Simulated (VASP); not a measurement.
An input for Quantum ESPRESSO's pw.x (written as the equivalent of a VASP run, and not itself run):

```
&CONTROL
  calculation = 'vc-relax'
  pseudo_dir = './pseudo'
  outdir = './out'
  tprnfor = .true.
  tstress = .true.
  nstep = 60
  forc_conv_thr = 0.00078
/
&SYSTEM
  ibrav = 0
  nat = 4
  ntyp = 2
  ecutwfc = 82
  occupations = 'smearing'
  smearing = 'gaussian'
  degauss = 0.003675
  input_dft = 'pbe'
/
&ELECTRONS
  conv_thr = 7.3e-08
  electron_maxstep = 100
/
&IONS
/
&CELL
/
ATOMIC_SPECIES
  Si 28.085 Si.upf
  C 12.011 C.upf
CELL_PARAMETERS angstrom
     3.0919322    0.0000000    0.0000000
    -1.5459661    2.6776921   -0.0000000
     0.0000000    0.0000000    5.0741181
ATOMIC_POSITIONS crystal
  Si   0.3333330  0.6666670  0.4995877
  Si   0.6666670  0.3333330  0.9995877
  C    0.3333330  0.6666670  0.8754123
  C    0.6666670  0.3333330  0.3754123
K_POINTS automatic
  7 7 4 0 0 0
```

Q: Translate this input to VASP (INCAR, KPOINTS, POSCAR, choice of POTCAR).

A: One answer among several that fit: 
File POSCAR:
```
SiC
1
    3.0919321692     0.0000000000     0.0000000000
   -1.5459660846     2.6776920712    -0.0000000000
    0.0000000000     0.0000000000     5.0741181246
Si C
2 2
Direct
  0.3333330000   0.6666670000   0.4995877235
  0.6666670000   0.3333330000   0.9995877235
  0.3333330000   0.6666670000   0.8754122765
  0.6666670000   0.3333330000   0.3754122765
```

INCAR:
```
! general
SYSTEM = SiC
PREC   = Accurate
ENCUT  = 500
LREAL  = F
LASPH  = T   ! aspherical one-centre terms

! electronic loop
EDIFF  = 1E-6
NELM   = 100   ! most electronic steps
ALGO   = Normal   ! blocked Davidson

! smearing
ISMEAR = 0
SIGMA  = 0.05   ! width (eV)

! functional
GGA    = PE   ! PBE

! ions
IBRION = 2   ! conjugate gradients
NSW    = 60   ! most ionic steps
ISIF   = 3
EDIFFG = -0.02   ! ionic stop

! output
LWAVE  = F
LCHARG = F
```

KPOINTS:
```
kpoints
0
gamma
  7 7 4
0 0 0
```

POTCAR, in this order: Si C (PBE.64 set). Program: vasp_std.

Limits of the translation: the potentials are each code's own (VASP's PAW set, PseudoDojo norm-conserving files in pw.x), so ENCUT and ecutwfc are chosen apart and not converted; conv_thr bounds pw.x's estimated SCF error, while EDIFF bounds the energy change between steps; forc_conv_thr acts on force components and is met together with etot_conv_thr.

The structure comes from a computed database's SiC entry (P6_3mc); how it stands against other phases isn't given here. It was relaxed first. The start is the result of an earlier pass.
